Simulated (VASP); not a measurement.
An input for Quantum ESPRESSO's pw.x (written as the equivalent of a VASP run, and not itself run):

```
&CONTROL
  calculation = 'scf'
  pseudo_dir = './pseudo'
  outdir = './out'
  tprnfor = .true.
  tstress = .true.
/
&SYSTEM
  ibrav = 0
  nat = 4
  ntyp = 2
  ecutwfc = 80
  occupations = 'smearing'
  smearing = 'gaussian'
  degauss = 0.003675
  input_dft = 'pbe'
/
&ELECTRONS
  conv_thr = 7.3e-08
  electron_maxstep = 100
/
ATOMIC_SPECIES
  Mo 95.950 Mo.upf
  Sb 121.760 Sb.upf
CELL_PARAMETERS angstrom
     4.2952080    0.0000000    0.0000000
    -2.1476040    3.7197590    0.0000000
     0.0000000    0.0000000    5.9864690
ATOMIC_POSITIONS crystal
  Mo   0.0000000  0.0000000  0.0000000
  Mo   0.0000000  0.0000000  0.5000000
  Sb   0.3333330  0.6666670  0.2500000
  Sb   0.6666670  0.3333330  0.7500000
K_POINTS automatic
  5 5 3 0 0 0
```

Problem. Translate this input to VASP (INCAR, KPOINTS, POSCAR, choice of POTCAR).

Solution. This is not unique; one that fits is 
KPOINTS:
```
Automatic mesh
0
Gamma
5 5 3
0 0 0
```

POSCAR:
```
SbMo
1.0
  4.2952080000   0.0000000000   0.0000000000
 -2.1476040000   3.7197590000   0.0000000000
  0.0000000000   0.0000000000   5.9864690000
Mo Sb
2 2
Cart
  0.0000000000   0.0000000000   0.0000000000
  0.0000000000   0.0000000000   2.9932345000
 -0.0000021476   2.4798405733   1.4966172500
  2.1476061476   1.2399184267   4.4898517500
```

INCAR:
```
SYSTEM = SbMo
PREC = Accurate; ENCUT = 300; LREAL = .FALSE.
LASPH = .TRUE.
EDIFF = 1E-6; NELM = 100; ALGO = Normal
LMAXMIX = 4
ISMEAR = 0; SIGMA = 0.05
GGA = PE
ISIF = 2
LWAVE = .FALSE.; LCHARG = .FALSE.
```

POTCAR, in this order: Mo_sv Sb (PBE.64 set). Program: vasp_std.

The two are equivalent in intent, not identical: the potentials are each code's own (VASP's PAW set, PseudoDojo norm-conserving files in pw.x), so ENCUT and ecutwfc are chosen apart and not converted; conv_thr bounds pw.x's estimated SCF error, while EDIFF bounds the energy change between steps.

The structure was generated: SbMo was put into an ordered model structure, which need not be its known phase. The cell was not relaxed at this level. The k-mesh is coarse (spacing up to 0.35 per Å, 2π included), so the numbers may not be converged in it.
